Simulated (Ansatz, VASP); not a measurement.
# Cross-check of K2SnTeCl2 between VASP and Ansatz, part 2 of 2

Wanted: the spread between two codes on one cell, functional and k mesh. The cell is generated by rule, not measured, and may not be a known phase. The cell is taken from a series of runs on this material, whose earlier steps may have relaxed, scaled, displaced or heated it; both programs get it as it stands.

VASP 6.6.1 and Ansatz 0.2.0.

So far: Set-up; VASP: relaxation of cell and atoms, PBEsol.

The structure was built from a prototype and need not be the compound's stable phase.

## Step 3: Ansatz: relaxation of cell and atoms, PBEsol

Level of this step: Ansatz beside VASP: Kohn-Sham DFT, plane waves, PBEsol (Ansatz).

Ansatz runs on its default PAW (the set named soft_2) files.

The same cell, functional and mesh now go to Ansatz, which takes its cutoff from its data sets.

Contents of input.yaml:

```yaml
crystal:
  lattice:
    - [3.1247977111, 3.1247977111, 0.0]
    - [-3.1247977111, 3.1247977111, 0.0]
    - [3.1247977111, 0.0, 9.5877745561]
  atoms:
    - { symbol: Cl, position: [0.5053575204, 0.4932404034, 0.9913677595] }
    - { symbol: Cl, position: [0.8300586132, 0.1685393106, 0.3419655739] }
    - { symbol: K, position: [0.9944520868, 0.0042743821, 0.0129876715] }
    - { symbol: K, position: [0.3407730916, 0.6579533774, 0.3203456619] }
    - { symbol: Sn, position: [0.6730508553, 0.3183538717, 0.6666666667] }
    - { symbol: Te, position: [0.1595689376, 0.8499870017, 0.6666666667] }
kpoints:
  mp_grid: { grid: [8, 8, 8] }
hamiltonian:
  xc: pbesol
scf:
  occupations: { method: fixed }
output:
  forces: true
  stress: true
  eigenvalues: true
relax:
  adjacent_minimum: "off"
  f_tol: 0.002
  max_steps: 120
  cell: { stress_tol: 0.03 }
```

Started as:

```console
ansatz run input.yaml --threads 8 --pin off --max-ram 14336MiB --backend cpu --events-out ev --progress --plain --runs-dir out
```

Numbers of over 12 decimals in the logs are rounded to 6 here.

Log:

```text
Engine: ansatz 0.2.0, x86_64-unknown-linux-gnu
Pseudopotentials: kind: paw
Pseudopotential: Cl, paw, valence charge 7, recommended cutoff 420 eV (normal), Cl.paw.azcp
Pseudopotential: K, paw, valence charge 9, recommended cutoff 420 eV (normal), K.paw.azcp
Pseudopotential: Sn, paw, valence charge 14, recommended cutoff 420 eV (normal), Sn.paw.azcp
Pseudopotential: Te, paw, valence charge 16, recommended cutoff 420 eV (normal), Te.paw.azcp
Functional definition: PBEsol
  exchange = pbesol_x
  correlation = pbesol_c
Crystal: 6 atoms, lattice volume = 187.237 Å³
Basis set: ecut = 420 eV, 3697 PW (Γ), exchange–correlation on 60×60×144 points (8 copies of the dense FFT grid, shifted against one another)
Bands: 38, of which v1, the nominal top of the filled ones, is band 31 counted from 1 (30 counted from 0)
Symmetry: 2 space group operations
Space group: Cm (ITA 8), of the structure as read, at distance tolerance 5.7e-5 Å
k-points: 150 of 512 (time reversal used)
Non-local potential: Cl, projectors of the file, l = 0: 2, l = 1: 2, l = 2: 2
Non-local potential: K, projectors of the file, l = 0: 3, l = 1: 2, l = 2: 2
Non-local potential: Sn, projectors of the file, l = 0: 2, l = 1: 2, l = 2: 2, l = 3: 2
Non-local potential: Te, projectors of the file, l = 0: 2, l = 1: 2, l = 2: 2, l = 3: 2
PAW form: soft (Blöchl's): semilocal exchange-correlation on the pseudo side does not see the compensation charge
PAW frozen core: Cl, regenerated for the run's functional, and the local potential with it (the file was generated under x = pbe(κ = 0.804, μ = 0.219515), c = pbe(β = 0.066725))
PAW frozen core: K, regenerated for the run's functional, and the local potential with it (the file was generated under x = pbe(κ = 0.804, μ = 0.219515), c = pbe(β = 0.066725))
PAW frozen core: Sn, regenerated for the run's functional, and the local potential with it (the file was generated under x = pbe(κ = 0.804, μ = 0.219515), c = pbe(β = 0.066725))
PAW frozen core: Te, regenerated for the run's functional, and the local potential with it (the file was generated under x = pbe(κ = 0.804, μ = 0.219515), c = pbe(β = 0.066725))
PAW one-centre angular grid: Cl, 110 points (default); XC on 64 Gauss nodes
PAW one-centre angular grid: K, 110 points (default); XC on 64 Gauss nodes
PAW one-centre angular grid: Sn, 590 points (default); XC on 64 Gauss nodes
PAW one-centre angular grid: Te, 590 points (default); XC on 64 Gauss nodes
Initial density: superposition of atomic densities (neutral atoms: chi_scale 0, normalization atom), corrected by the library's trained network
Initial wavefunctions: pseudopotential atomic-orbital guess
Functional: x = pbesol(κ = 0.804, μ = 0.123457), c = pbesol(β = 0.046)
SCF iter   1: F=—  HF=-18012.702911 eV  |F-HF|=—  |Δ(HF+E_count)|=         —  Δρ=4.17e-3  dr2=8.85e-2  ethr=1.77e-3  ⟨swp⟩=5.1  Hψ=21806  notcnv=0  defer=650
preconditioner: auto → Resta (q_TF=auto, 2.269 Å⁻¹)  ε∞=2.9  [insulator: Δε(μ)=0.551 eV  Ē_g=12.002 eV  n_scr=42 (ndim 8)  ℏωp=16.7 eV  f_vac=0.077  ε∞_Penn≈2.9]
SCF iter   2: F=—  HF=-18012.677597 eV  |F-HF|=—  |Δ(HF+E_count)|=   2.53e-2  Δρ=1.49e-3  dr2=1.13e-2  ethr=1.43e-4  ⟨swp⟩=2.6  Hψ=8320  notcnv=0  defer=743
SCF iter   3: F=—  HF=-18012.674060 eV  |F-HF|=—  |Δ(HF+E_count)|=   3.54e-3  Δρ=4.77e-4  dr2=1.04e-3  ethr=1.83e-5  ⟨swp⟩=3.7  Hψ=8026  notcnv=0  defer=750
SCF iter   4: F=—  HF=-18012.673842 eV  |F-HF|=—  |Δ(HF+E_count)|=   2.18e-4  Δρ=1.33e-4  dr2=4.66e-5  ethr=1.68e-6  ⟨swp⟩=2.3  Hψ=7379  notcnv=0  defer=750
SCF iter   5: F=—  HF=-18012.673856 eV  |F-HF|=—  |Δ(HF+E_count)|=   1.37e-5  Δρ=4.49e-5  dr2=4.64e-6  ethr=7.52e-8  ⟨swp⟩=2.0  Hψ=10330  notcnv=0  defer=717
SCF iter   6: F=—  HF=-18012.673859 eV  |F-HF|=—  |Δ(HF+E_count)|=   2.89e-6  Δρ=9.14e-6  dr2=2.56e-7  ethr=7.49e-9  ⟨swp⟩=2.0  Hψ=10028  notcnv=0  defer=715
SCF iter   7: F=-18012.673859 eV  HF=-18012.673859 eV  |F-HF|=1.09e-8  |Δ(HF+E_count)|=   2.53e-7  Δρ=2.92e-6  dr2=1.84e-8  ethr=1.61e-10  ⟨swp⟩=15.0  Hψ=35998  notcnv=0
SCF 1 converged in 7 iterations: F = -18012.673859 eV  dr2 = 1.84e-8
  greatest PAW one-centre occupation: 0.998 electrons in one spin orbital (limit 2), on the Te atom at site 5 (counted from 0), in its partial waves of l = 2
relax step   1: F+E_penalty+E_count = -18012.67385919 eV  Δ(F+E_penalty+E_count) = +0.000e0 eV  max|allowed force component| = 2.354e-2 eV/Å  Δτ_max = 0.0000 Å  P = +0.113 GPa  Ω = 187.237 Å³  (7 SCF iters, dr2 threshold 1.00e-7 eV, accepted)
[...]
relax step   7: F+E_penalty+E_count = -18012.67655315 eV  Δ(F+E_penalty+E_count) = -3.392e-5 eV  max|allowed force component| = 5.094e-4 eV/Å  Δτ_max = 0.0061 Å  P = -0.000 GPa  Ω = 188.637 Å³  energy of the carried Pulay correction = -8.930e-5 eV  (5 SCF iters, dr2 threshold 3.30e-9 eV, accepted)
[...]
relax step   8: F+E_penalty+E_count = -18012.67655465 eV  Δ(F+E_penalty+E_count) = -1.501e-6 eV  max|allowed force component| = 4.630e-4 eV/Å  Δτ_max = 0.0023 Å  P = +0.001 GPa  Ω = 188.624 Å³  energy of the carried Pulay correction = -8.845e-5 eV  (6 SCF iters, accepted)
[...]
relax step   9: F+E_penalty+E_count = -18012.67664582 eV  Δ(F+E_penalty+E_count) = -9.117e-5 eV  max|allowed force component| = 4.602e-4 eV/Å  Δτ_max = 0.0000 Å  P = +0.001 GPa  Ω = 188.624 Å³  stress off target by 3.97e-3 GPa  SCF on the basis re-selected at this cell (its energy is not comparable with the rows above)  (5 SCF iters)
basis re-selected at this cell: Δ(F+E_penalty+E_count) = -9.117e-5 eV, ΔP = +0.000 GPa vs the last step (what re-selecting the basis moved, of the pressure what is left beyond the Pulay correction that the steps carried, after the strain that the cell walked since its last selection, with what the two solves' SCF thresholds leave and, on support functions, any second-order correction that the steps lacked; it is no m [...]
SCF converged after 5 iterations
Free energy (F): -18012.676646 eV
Harris-Foulkes:  -18012.676646 eV  (|F-HF|=7.28e-12)
Internal energy: -18012.676646 eV  (E = F + TS)
E sigma→0 (E₀):  -18012.676646 eV
Fermi energy:    5.972470 eV
--- Per-component energies (eV) ---
  E_band       = -669.637726
  E_kinetic    = 1196.725099
  E_local      = -4719.464756  (includes V_loc(G=0)·N_el)
  E_nonlocal   = -253.870635
  E_hartree    = 2331.088651
  E_xc         = -983.101461
  E_vxc        = -772.791224  (∫ρ·V_xc dr)
  E_paw        = -11453.367056  (= ΣΔE_a)
  E_vpaw       = -782.413532  (= ΣTr[D̂ρ^β])
  E_aug_tail   = -0.000012  (compensation charges beyond the density's cutoff)
  E_ewald      = -4131.718765
  E_core_change = 1.032289  (= ΣΔE_core)
  E_smearing   = -0.000000  (= −TS)
  E_closure    = 0.000000  (closes the sum)
  Σ components = -18012.676646   (vs F -18012.676646, Δ=0.00e0)
--- Forces (eV/Å), atoms counted from 1 ---
  atom   1  Cl    -0.00001739    -0.00012465    -0.00003795
  atom   2  Cl    -0.00001739    -0.00012465     0.00003795
  atom   3  K      0.00006763     0.00003845     0.00017634
  atom   4  K      0.00006763     0.00003845    -0.00017634
  atom   5  Sn    -0.00029139     0.00046018     0.00000000
  atom   6  Te     0.00019087    -0.00028778     0.00000000
  max |Σ_I F_I| component: 2.47e-8 eV/Å
--- Stress (GPa, compression-positive) ---
       -0.000073      -0.000719       0.000000
       -0.000719       0.003845       0.000000
        0.000000       0.000000      -0.000060
  P = ⅓ Tr σ = 0.0012 GPa (0.012 kbar)
--- Band table (eV; the first three rows and the last of 150) ---
  k-point 0: bands = [... 27 lower, 2.2009, 3.3180, 3.3705, 3.7112, 7.9257, 8.2443, 8.6637, 8.9958, ... 3 higher]
  k-point 1: bands = [... 27 lower, 2.2222, 3.3156, 3.3679, 3.6659, 7.8884, 8.3646, 8.6203, 9.0698, ... 3 higher]
  k-point 2: bands = [... 27 lower, 2.2841, 3.3098, 3.3616, 3.5484, 7.8713, 8.5495, 8.5990, 9.2273, ... 3 higher]
  k-point 149: bands = [... 27 lower, 1.9881, 2.1231, 2.3522, 4.2092, 7.4782, 8.6007, 9.3851, 9.4261, ... 3 higher]
--- Relaxed structure (8 steps of the walk, 8 accepted, 1 SCFs on fresh bases) ---
  F+E_penalty+E_count = -18012.67664582 eV   max|allowed force component| = 4.602e-4 eV/Å   (the final SCF, on the basis selected at the relaxed cell)
  cell:  # Å, volume = 188.6241 Å³
    - [3.119897, 3.119655, 5.3777383369884255e-19]
    - [-3.153079, 3.152837, 3.146174547152467e-18]
    - [3.136488, -0.016591, 9.587948]
  atoms:
    - { symbol: Cl, position: [0.504537, 0.488951, 0.992053] }
    - { symbol: Cl, position: [0.829924, 0.163564, 0.341280] }
    - { symbol: K, position: [0.994095, -0.00197606, 0.012915] }
    - { symbol: K, position: [0.340344, 0.651775, 0.320418] }
    - { symbol: Sn, position: [0.667213, 0.321059, 0.666667] }
    - { symbol: Te, position: [0.167148, 0.868975, 0.666667] }
```

In the SCF lines HF is the Harris–Foulkes energy and dr2 the Hartree energy of the density residual, in eV; the loop may stop once dr2 is under the threshold and the program's other checks hold. Hψ counts applications of the Hamiltonian.

## Step 4: Side by side

Known differences besides the potentials themselves: fixed occupations in Ansatz, narrow Gaussian smearing in VASP; the data sets hold 62 valence electrons in Ansatz (on its default PAW (the set named soft_2) files) and 52 in VASP; the cutoff is 420 eV in Ansatz and 500 eV in VASP; Ansatz makes its cores anew for this functional, VASP keeps those of its PBE data sets; Ansatz adds a Pulay correction to the stress that steers its cell, VASP none. Total energies have different zeros and are not compared.

The two programs side by side:

| quantity | Ansatz | VASP | difference |
| --- | --- | --- | --- |
| volume (Å³) | 188.62 | 188.74 | -0.06 % |
| edge a after relaxation, in the typed setting (Å) | 4.412 | 4.415 | -0.07 % |
| edge b after relaxation, in the typed setting (Å) | 4.459 | 4.457 | +0.04 % |
| edge c after relaxation, in the typed setting (Å) | 10.088 | 10.091 | -0.03 % |

Found at a tolerance of 0.01 Å, the end structures differ in symmetry: Imm2 in Ansatz, Cm in VASP; the atoms lie within 0.05 Å of each other, which can come from where the walks stopped or from unlike electronic states.

## Step 5: Summary of results

```
difference in edge a after relaxation, in the typed setting (relaxation of cell and atoms, PBEsol) : -0.068 %
```

The difference in edge a after relaxation, in the typed setting is -0.068 % (relaxation of cell and atoms, PBEsol), within the 1.2 % picked in this series as the mark of a large difference, as far as the stopping tolerances let one tell. The data sets hold unlike numbers of valence electrons (62 in Ansatz and 52 in VASP), so part of the differences comes from the potentials. How closely two codes agree says nothing of how well the functional describes the real material.

[Lines on the potential files, build, host, timing and source positions are cut from VASP's logs without a mark.]

[Logs are printed without paths, hosts, clocks, repeated set-up lines and the standing remarks that a program may print on its own settings, such as how far it seeks lower states.]

[Hosts, paths, dates, database ids (printed as entryN), source tags and the programs' standing remarks are cut or masked in the printed files.]
